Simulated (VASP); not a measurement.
Output of a VASP run:

**OSZICAR**
```
       N       E                     dE             d eps       ncg     rms          rms(c)
DAV:   1     0.343669425662E+03    0.34367E+03   -0.18181E+04  6600   0.187E+03
DAV:   2     0.112821045659E+02   -0.33239E+03   -0.31802E+03  6700   0.469E+02
DAV:   3    -0.461662839589E+02   -0.57448E+02   -0.55763E+02  9618   0.170E+02
DAV:   4    -0.482224548115E+02   -0.20562E+01   -0.20116E+01  8436   0.318E+01
DAV:   5    -0.482956353850E+02   -0.73181E-01   -0.72709E-01  8706   0.643E+00    0.356E+01
DAV:   6    -0.470137892944E+02    0.12818E+01   -0.99613E+01  9416   0.120E+02    0.424E+01
DAV:   7    -0.411617172547E+02    0.58521E+01   -0.37822E+01  8830   0.161E+02    0.171E+01
DAV:   8    -0.408967484786E+02    0.26497E+00   -0.44111E+00  9888   0.220E+01    0.799E+00
DAV:   9    -0.408471130900E+02    0.49635E-01   -0.67554E-01 10494   0.116E+01    0.321E+00
DAV:  10    -0.408648229586E+02   -0.17710E-01   -0.71593E-02  9238   0.308E+00    0.239E+00
DAV:  11    -0.408867641159E+02   -0.21941E-01   -0.12482E-02 10242   0.169E+00    0.205E+00
DAV:  12    -0.409032147087E+02   -0.16451E-01   -0.61107E-02 10088   0.319E+00    0.103E+00
DAV:  13    -0.409045680132E+02   -0.13533E-02   -0.78396E-03  9500   0.954E-01    0.104E+00
DAV:  14    -0.409044225310E+02    0.14548E-03   -0.22707E-03 10502   0.811E-01    0.883E-01
DAV:  15    -0.409033774454E+02    0.10451E-02   -0.93647E-03  9862   0.152E+00    0.475E-01
DAV:  16    -0.409023729813E+02    0.10045E-02   -0.28855E-03 10222   0.454E-01    0.345E-01
DAV:  17    -0.409020086955E+02    0.36429E-03   -0.41951E-03  9436   0.112E+00    0.183E-01
DAV:  18    -0.409021845070E+02   -0.17581E-03   -0.95450E-04  9364   0.401E-01    0.680E-02
DAV:  19    -0.409021568987E+02    0.27608E-04   -0.71428E-05  9474   0.918E-02    0.351E-02
DAV:  20    -0.409021468862E+02    0.10013E-04   -0.39904E-05 10142   0.953E-02    0.276E-02
DAV:  21    -0.409021493236E+02   -0.24374E-05   -0.57467E-06 10088   0.299E-02    0.129E-02
DAV:  22    -0.409021497545E+02   -0.43092E-06   -0.10546E-06  8758   0.128E-02    0.877E-03
DAV:  23    -0.409021498913E+02   -0.13674E-06   -0.79009E-07  9400   0.179E-02    0.301E-03
DAV:  24    -0.409021498739E+02    0.17346E-07   -0.23613E-07  5148   0.663E-03
   1 F= -.40902150E+02 E0= -.40901943E+02  d E =-.622065E-03  mag=     2.6195
```

**OUTCAR**
```
------------------------ aborting loop because EDIFF is reached ----------------------------------------
  FORCE on cell =-STRESS in cart. coord.  units (eV):
  Direction    XX          YY          ZZ          XY          YZ          ZX
  --------------------------------------------------------------------------------------
  Total       -0.1678541     -0.1678541      1.9127156      0.0000000      0.0000000      0.0000000
  in kB       -5.0650662     -5.0650662     57.7169705      0.0000000      0.0000000      0.0000000
  external PRESSURE =      15.8622794 kB  Pullay stress =       0.0000000 kB
  volume of cell :       53.10
      direct lattice vectors                 reciprocal lattice vectors
     3.724941397  0.000000000  0.000000000     0.268460599  0.000000000  0.000000000
     0.000000000  3.724941397  0.000000000     0.000000000  0.268460599  0.000000000
     0.000000000  0.000000000  3.826648486     0.000000000  0.000000000  0.261325283
 POSITION                                       TOTAL-FORCE (eV/Angst)
 -----------------------------------------------------------------------------------
      1.86247      1.86247      1.74838         0.000000      0.000000     -3.722843
      0.00000      0.00000      3.80002        -0.000000     -0.000000      0.443648
      1.86247      1.86247      3.49119         0.000000     -0.000000      2.695048
      1.86247      0.00000      1.49799         0.000000     -0.000000      0.292074
      0.00000      1.86247      1.49799         0.000000     -0.000000      0.292074
 -----------------------------------------------------------------------------------
    total drift:                                0.000000      0.000000      0.000687
  FREE ENERGIE OF THE ION-ELECTRON SYSTEM (eV)
  ---------------------------------------------------
  free  energy   TOTEN  =       -40.9021498739 eV

  energy  without entropy=      -40.9015278085  energy(sigma->0) =      -40.90194252

 total charge

# of ion       s       p       d       tot
------------------------------------------
    1        0.469   0.778   6.360   7.607
    2        0.217   6.447   1.063   7.728
    3        1.559   3.452   0.000   5.011
    4        1.558   3.469   0.000   5.027
    5        1.558   3.469   0.000   5.027
--------------------------------------------------
tot          5.361  17.615   7.423  30.399

 magnetization (x)

# of ion       s       p       d       tot
------------------------------------------
    1        0.013   0.022   2.275   2.309
    2        0.005   0.007   0.006   0.018
    3        0.008   0.073   0.000   0.081
    4        0.009   0.053   0.000   0.062
    5        0.009   0.053   0.000   0.062
--------------------------------------------------
tot          0.044   0.206   2.280   2.530
```
(Selected blocks of OUTCAR.)

POSCAR:
```
TbFeO3
1
    3.7249413975     0.0000000000     0.0000000000
    0.0000000000     3.7249413975    -0.0000000000
    0.0000000000    -0.0000000000     3.8266484859
Fe Tb O
1 1 3
Direct
  0.5000000000   0.5000000000   0.4568946092
  0.0000000000   0.0000000000   0.9930403254
  0.5000000000   0.5000000000   0.9123364372
  0.5000000000   1.0000000000   0.3914637103
  0.0000000000   0.5000000000   0.3914637103
```

Task: Write an INCAR and KPOINTS that could have produced this output.

Result: One answer among several that fit: the input of the run itself, PBEsol GGA, plane waves, VASP's PBE PAW potentials (set 64).

INCAR:
```
ALGO = Normal
EDIFF = 1E-7
ENCUT = 600
GGA = PS
ISIF = 2
ISMEAR = 1
ISPIN = 2
LASPH = .TRUE.
LCHARG = .FALSE.
LMAXMIX = 6
LORBIT = 10
LREAL = .FALSE.
LWAVE = .FALSE.
MAGMOM = 2.4 0.0 3*0.1
NELM = 100
PREC = Accurate
SIGMA = 0.1
SYSTEM = TbFeO3
```

KPOINTS:
```
Automatic mesh
0
Gamma
8 8 8
0 0 0
```

POTCAR, in this order: Fe Tb_3 O (PBE.64 set). Program: vasp_std.

The 4f electrons are frozen in the core of the lanthanide potential, so 4f levels, which can set the real gap, and their magnetism are missing. The moments were started parallel, and other spin orders were not tried in this run.

The structure was generated: TbFeO3 was put into the tetragonal-perovskite type (P4mm), which need not be its known phase. This cell was strained or had an atom moved on purpose.
